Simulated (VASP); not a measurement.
A VASP calculation is set up with these files.

**INCAR**
```
SYSTEM  =  GaN
PREC  =  Accurate
NELM  =  100   ! most electronic steps
ALGO  =  Normal
ISIF  =  2
LCHARG  =  F
ISMEAR  =  0   ! Gaussian
LASPH  =  T   ! aspherical one-centre terms
EDIFF  =  1E-7   ! SCF stop (eV)
LREAL  =  F
LMAXMIX  =  4
LWAVE  =  F
SIGMA  =  0.05   ! width (eV)
ENCUT  =  520   ! plane-wave cut-off (eV)
```

File POSCAR:
```
GaN
1
    0.0000000000     2.2094641991     2.2094641991
    2.2094641991     0.0000000000     2.2094641991
    2.2094641991     2.2094641991     0.0000000000
Ga N
1 1
Direct
  0.0000000000   0.0000000000   0.0000000000
  0.2500000000   0.2500000000   0.2500000000
```

KPOINTS:
```
Automatic
0
gamma
 10 10 10
0 0 0
```

POTCAR, in this order: Ga_d N (LDA.64 set). Program: vasp_std.

Task: Translate this LDA calculation to Quantum ESPRESSO's pw.x.

Result: One equivalent input (not run):
```
&CONTROL
  calculation = 'scf'
  pseudo_dir = './pseudo'
  outdir = './out'
  tprnfor = .true.
  tstress = .true.
/
&SYSTEM
  ibrav = 0
  nat = 2
  ntyp = 2
  ecutwfc = 84
  occupations = 'smearing'
  smearing = 'gaussian'
  degauss = 0.003675
  input_dft = 'pz'
/
&ELECTRONS
  conv_thr = 7.3e-09
  electron_maxstep = 100
/
ATOMIC_SPECIES
  Ga 69.723 Ga.upf
  N 14.007 N.upf
CELL_PARAMETERS angstrom
     0.0000000    2.2094642    2.2094642
     2.2094642    0.0000000    2.2094642
     2.2094642    2.2094642    0.0000000
ATOMIC_POSITIONS crystal
  Ga   0.0000000  0.0000000  0.0000000
  N    0.2500000  0.2500000  0.2500000
K_POINTS automatic
  10 10 10 0 0 0
```
The two are equivalent in intent, not identical: the potentials are each code's own (VASP's PAW set, PseudoDojo norm-conserving files in pw.x), so ENCUT and ecutwfc are chosen apart and not converted; conv_thr bounds pw.x's estimated SCF error, while EDIFF bounds the energy change between steps.

The compound is GaN in the zinc blende structure, a metastable form; wurtzite is the usual one. This cell is one point of a volume scan, at 0.97 of the reference volume.
